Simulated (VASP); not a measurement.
Input of a VASP 6.6.1 run:

INCAR

```
PREC     = Accurate       # precision mode
ENCUT    = 520            # plane-wave cutoff, eV
EDIFF    = 1E-6           # SCF threshold, eV
ISMEAR   = -1             # smearing method
SIGMA    = 0.01           # smearing width, eV
LREAL    = Auto         
LASPH    = T              # aspherical terms in the spheres
NELM     = 100            # most SCF steps
ALGO     = Fast           # electronic algorithm
ISIF     = 2              # what is computed and relaxed
LWAVE    = F              # write WAVECAR
LCHARG   = F              # write CHGCAR
GGA      = PE             # functional
NBANDS   = 166            # bands
```

The input KPOINTS:

```
regular mesh
0
Gamma
  3 3 2
```

The input POSCAR:

```
Zn16SeS15
1.0
    7.6220000000      0.0000000000      0.0000000000
   -3.8110000000      6.6008456276      0.0000000000
    0.0000000000      0.0000000000     12.4680000000
Zn Se S
16 1 15
Direct
    0.1666666667      0.3333333333     -0.0056366240
    0.1666666667      0.3333333333      0.5019787393
    0.1671741599      0.8335870799      0.0025469692
    0.1655765941      0.8327882970      0.5035412838
    0.6664129201      0.3328258401      0.0025469692
    0.6672117030      0.3344234059      0.5035412838
    0.6664129201      0.8335870799      0.0025469692
    0.6672117030      0.8327882970      0.5035412838
    0.3381079406      0.1618920594      0.2553618928
    0.3337046235      0.1662953765      0.7512465078
    0.3381079406      0.6762158812      0.2553618928
    0.3337046235      0.6674092471      0.7512465078
    0.8237841188      0.1618920594      0.2553618928
    0.8325907529      0.1662953765      0.7512465078
    0.8333333333      0.6666666667      0.2528153291
    0.8333333333      0.6666666667      0.7538433283
    0.1666666667      0.3333333333      0.1887575809
    0.1666666667      0.3333333333      0.6894558011
    0.1662569513      0.8331284756      0.1898237393
    0.1654731325      0.8327365663      0.6902110671
    0.6668715244      0.3337430487      0.1898237393
    0.6672634337      0.3345268675      0.6902110671
    0.6668715244      0.8331284756      0.1898237393
    0.6672634337      0.8327365663      0.6902110671
    0.3341344618      0.1658655382      0.4419505418
    0.3345797218      0.1654202782      0.9379662987
    0.3341344618      0.6682689237      0.4419505418
    0.3345797218      0.6691594435      0.9379662987
    0.8317310763      0.1658655382      0.4419505418
    0.8308405565      0.1654202782      0.9379662987
    0.8333333333      0.6666666667      0.4399568859
    0.8333333333      0.6666666667      0.9408840577
```

Potentials or basis: VASP PAW PBE potentials, release 64 (Zn, Se, S).

Command:

```sh
$ cat potpaw_PBE.64/Zn/POTCAR potpaw_PBE.64/Se/POTCAR potpaw_PBE.64/S/POTCAR > POTCAR
$ mpirun -np 1 vasp_std > vasp.out
```

Question: Estimate the pressure.

Answer: 3.0 GPa.

Question: Predict the largest force.

Answer: 0.025 eV/Å.

Question: Estimate the band gap on the k mesh.

Answer: 2.16 eV, direct.

Stress tensor (GPa, compression positive):
```
2.91 0.00 0.00
0.00 2.91 0.00
0.00 0.00 3.25
```

A hybrid or GW would open this gap; PBE tends to underestimate it.
